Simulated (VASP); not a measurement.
OSZICAR of a VASP run on CuGaSe$_{2}$ (space group I-42d):

### OSZICAR
```
       N       E                     dE             d eps       ncg     rms          rms(c)
DAV:   1     0.586909603496E+03    0.58691E+03   -0.23495E+04   516   0.157E+03
DAV:   2     0.631022658186E+02   -0.52381E+03   -0.51064E+03   543   0.430E+02
DAV:   3    -0.222894746457E+02   -0.85392E+02   -0.84120E+02   586   0.174E+02
DAV:   4    -0.276410517380E+02   -0.53516E+01   -0.53108E+01   725   0.424E+01
DAV:   5    -0.277868421571E+02   -0.14579E+00   -0.14553E+00   632   0.761E+00    0.695E+00
DAV:   6    -0.272183411580E+02    0.56850E+00   -0.11862E+00   880   0.266E+01    0.425E+00
DAV:   7    -0.271830986266E+02    0.35243E-01   -0.96522E-01   792   0.116E+01    0.197E+00
DAV:   8    -0.271753283319E+02    0.77703E-02   -0.14927E-01   597   0.766E+00    0.907E-01
DAV:   9    -0.271762859742E+02   -0.95764E-03   -0.24517E-02   944   0.175E+00    0.186E-01
DAV:  10    -0.271769476850E+02   -0.66171E-03   -0.48355E-03   783   0.789E-01    0.103E-01
DAV:  11    -0.271773085571E+02   -0.36087E-03   -0.88119E-04   720   0.523E-01    0.524E-02
DAV:  12    -0.271774159287E+02   -0.10737E-03   -0.35337E-04   685   0.219E-01    0.170E-02
DAV:  13    -0.271774175652E+02   -0.16364E-05   -0.26208E-05   744   0.506E-02    0.968E-03
DAV:  14    -0.271774186511E+02   -0.10859E-05   -0.35346E-06   528   0.188E-02    0.587E-03
DAV:  15    -0.271774188725E+02   -0.22145E-06   -0.17568E-06   408   0.942E-03
   1 F= -.27177419E+02 E0= -.27177397E+02  d E =-.434881E-04
```

Q: Which electronic solver shows in the log?

A: It is blocked Davidson (ALGO = Normal, or the opening steps of other solvers). The INCAR had ALGO = Normal.

Q: Can the final energy be trusted as converged?

A: The calculation finished and met its thresholds. It stopped with EDIFF = 1E-6, NELM = 100 (PBE GGA + U (Dudarev), plane waves, VASP's PBE PAW potentials (set 64)).

The structure is a typed CuGaSe2 crystal. The cell was not relaxed at this level. The k-mesh is coarse (spacing up to 0.52 per Å, 2π included), so the numbers may not be converged in it. The run is one of a series of settings (LDAU = .TRUE., LDAUJ = 0 0 0, LDAUL = -1 2 -1, LDAUTYPE = 2, LDAUU = 0 7.0 0 against the base run), some of them coarse on purpose.
